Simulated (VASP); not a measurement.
Consider the following.

```xyz
1
Lattice="0.0000 2.1100 2.1100 2.1100 0.0000 2.1100 2.1100 2.1100 0.0000" Properties=species:S:1:pos:R:3 pbc="T T T"
Ta     0.0000     0.0000     0.0000
```

The numbers are results of PBEsol GGA, VASP's PBE PAW potentials (set 64) (plane waves; VASP), not measurements. Numerical set-up: 400 eV cut-off, 13×13×13 Γ-centred mesh, first-order Methfessel-Paxton smearing of 0.10 eV, potentials Ta_pv.

Energy and stress use the plane-wave basis of the starting cell.

Q: The ions, cell shape and volume are relaxed. Give the cell that the relaxation ends in.

A: 
```xyz
1
Lattice="0.0000 2.0883 2.0883 2.0883 0.0000 2.0883 2.0883 2.0883 0.0000" Properties=species:S:1:pos:R:3 pbc="T T T"
Ta     2.0883     4.1765     2.0883
```
Space group Fm-3m (225), at a tolerance of 0.03 Å.

Q: How do energy and volume change from the first to the last step?

A: The energy (σ→0) changes by -11.1 meV/atom and the volume by -3.1 %, in 4 ionic steps.

The structure comes from a measured Ta entry (Fm-3m) of the Crystallography Open Database, whose conditions weren't checked. This run relaxes it. Symmetry was kept, so distortions that lower it aren't found.
